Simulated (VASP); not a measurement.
Consider the following.

```
Rh16H
1.0
    5.40765     0.00000     0.00000
    0.00000     5.40765     0.00000
    0.00000     0.00000    19.82330
Rh H
16 1
Cartesian
  1.35191   1.35191   7.04381
  4.05574   1.35191   7.04381
  1.35191   4.05574   7.04381
  4.05574   4.05574   7.04381
  0.00000   0.00000   8.95571
  2.70382   0.00000   8.95571
  0.00000   2.70382   8.95571
  2.70382   2.70382   8.95571
  1.35191   1.35191  10.86759
  4.05574   1.35191  10.86759
  1.35191   4.05574  10.86759
  4.05574   4.05574  10.86759
  0.00000   0.00000  12.77949
  2.70382   0.00000  12.77949
  0.00000   2.70382  12.77949
  2.70382   2.70382  12.77949
  1.35191   0.00000  14.08511
```

Method: PBE GGA, VASP's PBE PAW potentials (set 64) (plane waves; VASP 6.6.1). Numerical set-up: PREC = Normal, EDIFF = 1E-5, 400 eV cut-off, 5×5×1 Γ-centred mesh, first-order Methfessel-Paxton smearing of 0.10 eV, potentials Rh H.

The ions are relaxed. Which structure does the run end with?

```
Rh16H
1.0
    5.40765     0.00000     0.00000
    0.00000     5.40765     0.00000
    0.00000     0.00000    19.82330
Rh H
16 1
Cartesian
  1.35191   1.34775   7.11924
  4.05574   1.35036   7.11700
  1.35191   4.05990   7.11924
  4.05574   4.05729   7.11700
  5.40282   0.00000   8.96140
  2.70865   0.00000   8.96140
  0.00676   2.70382   8.95054
  2.69706   2.70382   8.95054
  1.35191   1.34998  10.88539
  4.05574   1.36367  10.88816
  1.35191   4.05766  10.88539
  4.05574   4.04397  10.88816
  5.40558   0.00000  12.74947
  2.70589   0.00000  12.74947
  5.40526   2.70382  12.72958
  2.70621   2.70382  12.72958
  1.35191   0.00000  13.86995
```

How much energy does the relaxation gain?

The energy (σ→0) changes by -13.2 meV/atom, in 10 ionic steps.

```
step  E(σ→0) (eV)  max force (eV/Å)  pressure (GPa)  volume (Å³)
----  -----------  ----------------  --------------  -----------
1       -111.2102             1.044           -3.45       579.69
2       -111.3438             0.688           -3.01       579.69
3       -111.3715             0.398           -2.62       579.69
4       -111.3981             0.309           -2.41       579.69
5       -111.4208             0.258           -1.97       579.69
6       -111.4315             0.104           -1.83       579.69
7       -111.4317             0.122           -1.81       579.69
8       -111.4345             0.036           -1.74       579.69
9       -111.4346             0.043           -1.73       579.69
10      -111.4350             0.015           -1.72       579.69
```

The cell is a thin slab with vacuum, built from Rh (fcc): (100) face, H adsorbed.
